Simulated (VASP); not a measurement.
Crystal: CdSe.

```
Cd Se
1.0
     0.00000    3.05000    3.05000
     3.05000    0.00000    3.05000
     3.05000    3.05000    0.00000
Cd Se
1 1
Direct
  0.00000 0.00000 0.00000
  0.25000 0.25000 0.25000
```

The cell was built by a generator and needn't be a form met in nature.

| Item | Value |
| --- | --- |
| Program | VASP 6.6.1 |
| Task | relaxation of cell and atoms |
| Functional | PBE |
| Potentials or basis | VASP PAW PBE potentials, release 64 (Cd, Se) |
| Cutoff | 600 eV |
| k mesh | 10 × 10 × 10 |
| Occupations | gaussian, width 0.02 eV |
| Spin | no spin polarisation |

At the start: pressure 2.6 GPa; volume 28.37 Å³/atom.

How do energy, volume and symmetry change on relaxing?

Over 3 steps the energy falls by 11.6 meV/atom and the volume is 29.87 Å³/atom (+5.3 %); space group F-43m (No. 216, to 0.05 Å).

The path:
```tsv
step	energy change (eV)	largest force (eV/Å)	pressure (GPa)	volume (Å³)
1	0.0000	0.0000	2.61	56.75
2	-0.0214	0.0000	-0.62	60.62
3	-0.0232	0.0000	0.00	59.74
```

Final structure:
```
Cd Se
1.0
     0.00000    3.10274    3.10274
     3.10274    0.00000    3.10274
     3.10274    3.10274    0.00000
Cd Se
1 1
Direct
  0.00000 0.00000 0.00000
  0.25000 0.25000 0.25000
```
